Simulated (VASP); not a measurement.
Set up this calculation in VASP 6.6.1, as the native input.

```
Task                   : single point
Functional             : PBE
Potentials or basis    : VASP PAW PBE potentials, release 64 (As, Sb, Hg)
Cutoff                 : 520 eV
k mesh                 : 4 × 4 × 4
Occupations            : gaussian, width 0.05 eV
Spin                   : no spin polarisation
Dipole correction      : no
Further INCAR settings : ALGO = Normal; EDIFF = 1e-07; NBANDS = 31
```

The structure of Hg3SbAs lies in POSCAR:

```
Hg3SbAs
1.0
    6.2762885393      0.0000000000      0.0000000000
    0.0000000000      6.2762885393      0.0000000000
    0.0000000000      0.0000000000      6.2762885393
As Sb Hg
1 1 3
Direct
    0.0000000000      0.0000000000      0.0000000000
    0.5000000000      0.5000000000      0.5000000000
    0.5000000000      0.5000000000      0.0000000000
    0.5000000000      0.0000000000      0.5000000000
    0.0000000000      0.5000000000      0.5000000000
```

The cell comes from a database or a generator and needn't be the stable form of this composition.

The input as run:

INCAR

```
SYSTEM = Hg3SbAs
PREC = Accurate
ENCUT = 520
EDIFF = 1E-7
ISMEAR = 0
SIGMA = 0.05
LREAL = .FALSE.
LASPH = .TRUE.
NELM = 100
ALGO = Normal
ISIF = 2
LWAVE = .FALSE.
LCHARG = .TRUE.
GGA = PE
LELF = .TRUE.
LVHAR = .TRUE.
NBANDS = 31
```

KPOINTS

```
Automatic mesh
0
G
  4 4 4
  0 0 0
```

Potentials or basis: VASP PAW PBE potentials, release 64 (As, Sb, Hg).

Run with:

```sh
$ cat potpaw_PBE.64/As/POTCAR potpaw_PBE.64/Sb/POTCAR potpaw_PBE.64/Hg/POTCAR > POTCAR
$ mpirun -np 1 vasp_std > vasp.out
```

Results of the run:

```yaml
Pressure: -3.1 GPa
Band_gap_on_the_k_mesh: none (metal or under the smearing width)
```

Run time: 59 s on 1 thread of AMD EPYC 9R45 (Zen 5), with other jobs on the host, peak memory 0.32 GiB.
